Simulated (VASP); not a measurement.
Input:

```xyz
2
Lattice="2.8545 0.0000 0.0000 0.0000 2.8545 0.0000 0.0000 0.0000 2.8545" Properties=species:S:1:pos:R:3 pbc="T T T"
Al     1.4273     1.4273     1.4273
Fe     0.0000     0.0000     0.0000
```

The numbers are results of optB86b-vdW, VASP's PBE PAW potentials (set 64) (plane waves; VASP), not measurements. Settings: 520 eV cut-off, 12×12×12 Γ-centred mesh, first-order Methfessel-Paxton smearing of 0.10 eV, potentials Al Fe.

Task: What does the run give for the energy per atom (σ→0), band gap (on the k-mesh) with the smallest direct gap where there is one?

Result: 
```yaml
band gap (on the k-mesh): none (metal, semimetal or under 0.01 eV)
energy per atom (σ→0): -4.575 eV/atom
```

The absolute energy has meaning only against runs of the same code, potentials and settings.

The compound is FeAl in the CsCl type structure. It was relaxed first, which changed the volume by -6 %. The start is the result of an earlier pass. The run is not spin-polarised, so no magnetic state was tried. The electron count is odd and the run is not spin-polarised, which forces a metal.
